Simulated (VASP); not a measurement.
## YB$_{2}$Rh$_{3}$ (space group P6/mmm): computed properties

The numbers are results of PBEsol GGA, VASP's PBE PAW potentials (set 64) (plane waves; VASP), not measurements.

```
Property                                                                                Value
----------------------------------  ---------------------------------------------------------
space group                                                                      P6/mmm (191)
cell                                a = b = 5.357 Å, c = 3.106 Å, α = β = 90.00°, γ = 120.00°
volume per atom                                                                 12.86 Å³/atom
band gap (over mesh and band path)                   none (metal, semimetal or under 0.01 eV)
band gap with spin-orbit coupling                                             none (metallic)
density                                                                            9.02 g/cm³
```

Space group P6/mmm (No. 191); a = b = 5.3570 Å, c = 3.1058 Å, α = β = 90.00°, γ = 120.00°

```json
[
 {"atom": "Y", "site": "1b", "symmetry": "6/mmm", "x": "0.0000", "y": "0.0000", "z": "0.5000"},
 {"atom": "B", "site": "2d", "symmetry": "-6m2", "x": "0.3333", "y": "0.6667", "z": "0.5000"},
 {"atom": "Rh", "site": "3f", "symmetry": "mmm", "x": "0.0000", "y": "0.5000", "z": "0.0000"}
]
```

The structure comes from a computed database's YB2Rh3 entry (P6/mmm); how it stands against other phases isn't given here. It was relaxed first. Symmetry was kept, so distortions that lower it aren't found.
